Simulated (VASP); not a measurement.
Consider the following.

```
CELL_PARAMETERS angstrom
      4.44000     2.22000     2.22000
      2.22000     4.44000     2.22000
      2.22000     2.22000     4.44000
ATOMIC_POSITIONS crystal
  Mn 0.00000 0.00000 0.00000
  Mn 0.50000 0.50000 0.50000
  O  0.25000 0.25000 0.25000
  O  0.75000 0.75000 0.75000
```
Starting moments (μB, in the order of the record's atoms Mn Mn O O): 5.0 -5.0 0.0 0.0.

These are PBE GGA + U (Dudarev), VASP's PBE PAW potentials (set 64) (plane waves; VASP 6.6.1) values and carry that method's errors. Numerical set-up: 520 eV cut-off, 7×7×7 Γ-centred mesh, Gaussian smearing of 0.050 eV, potentials Mn_pv O, U − J: Mn 2.00 eV.

Problem. Estimate the cell moment, energy per atom (σ→0), pressure.

Solution. 
```
Item                            Value
---------------------  --------------
cell moment                   0.00 μB
energy per atom (σ→0)  -7.992 eV/atom
pressure                     3.35 GPa
```

Problem. Give the moment on each site (PAW-sphere projection).

Solution. 
| site | moment (μB) |
|---|---|
| Mn1 | 4.47 |
| Mn2 | -4.47 |
| O3 | 0.00 |
| O4 | 0.00 |

Only differences to runs with the same potentials and settings are physical.

The compound is MnO in the rock salt, AFM-II order structure. The cell was not relaxed at this level. The run is one of a series of settings (LDAU = .TRUE., LDAUJ = 0 0, LDAUL = 2 -1, LDAUTYPE = 2, LDAUU = 2.0 0 against the base run), some of them coarse on purpose.
